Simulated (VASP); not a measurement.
A VASP calculation is set up with these files.

### POSCAR
```
Al4PSb3
1
    5.9919442080     0.0000000000     0.0000000000
    0.0000000000     5.9919442080     0.0000000000
    0.0000000000     0.0000000000     5.9919442080
Al Sb P
4 3 1
Direct
  0.0149703130   0.9850296870   0.9850296870
  0.4850296870   0.5149703130   0.9850296870
  0.4850296870   0.9850296870   0.5149703130
  0.0149703130   0.5149703130   0.5149703130
  0.2500000000   0.2500000000   0.2500000000
  0.7500000000   0.7500000000   0.2500000000
  0.7500000000   0.2500000000   0.7500000000
  0.2500000000   0.7500000000   0.7500000000
```

**INCAR**
```
! general
SYSTEM   =  Al4PSb3
PREC     =  Accurate
ENCUT    =  400
LREAL    =  .FALSE.
LASPH    =  .TRUE.

! electronic loop
EDIFF    =  1E-7
NELM     =  100
ALGO     =  Normal
LMAXMIX  =  4

! smearing
ISMEAR   =  -5

! functional
GGA      =  PS

! ions
ISIF     =  2

! output
LWAVE    =  .FALSE.
LCHARG   =  .TRUE.
LORBIT   =  11
NEDOS    =  601

! other
LEFG     =  .TRUE.
```

KPOINTS:
```
Automatic mesh
0
Gamma
4 4 4
0 0 0
```

POTCAR, in this order: Al Sb P (PBE.64 set). Program: vasp_std.

Q: Write an equivalent input for Ansatz.

A: One equivalent input (not run):
Ansatz 0.2 input:
```yaml
crystal:
  lattice:
    - [5.9919442, 0.0000000, 0.0000000]
    - [0.0000000, 5.9919442, 0.0000000]
    - [0.0000000, 0.0000000, 5.9919442]
  atoms:
    - { symbol: Al, position: [0.0149703, 0.9850297, 0.9850297] }
    - { symbol: Al, position: [0.4850297, 0.5149703, 0.9850297] }
    - { symbol: Al, position: [0.4850297, 0.9850297, 0.5149703] }
    - { symbol: Al, position: [0.0149703, 0.5149703, 0.5149703] }
    - { symbol: Sb, position: [0.2500000, 0.2500000, 0.2500000] }
    - { symbol: Sb, position: [0.7500000, 0.7500000, 0.2500000] }
    - { symbol: Sb, position: [0.7500000, 0.2500000, 0.7500000] }
    - { symbol: P, position: [0.2500000, 0.7500000, 0.7500000] }
kpoints:
  mp_grid: { grid: [4, 4, 4] }
hamiltonian:
  xc: pbesol
  pseudopotentials: { kind: paw }
scf:
  occupations: { method: tetrahedron }
  max_iter: 100
output: { forces: true, stress: true, eigenvalues: true }
```
The two are equivalent in intent, not identical: each code has its own PAW files, so the cut-off isn't converted (ENCUT is set for VASP's; basis.ecutwfc is left out, and Ansatz then takes the one that its files recommend); Ansatz stops its SCF on the density residual and VASP on the energy change (EDIFF); the field gradients of LEFG aren't asked of the other code.

The structure was generated: Al4PSb3 was put into an ordered model structure (P-43m), which need not be its known phase. It was relaxed first.
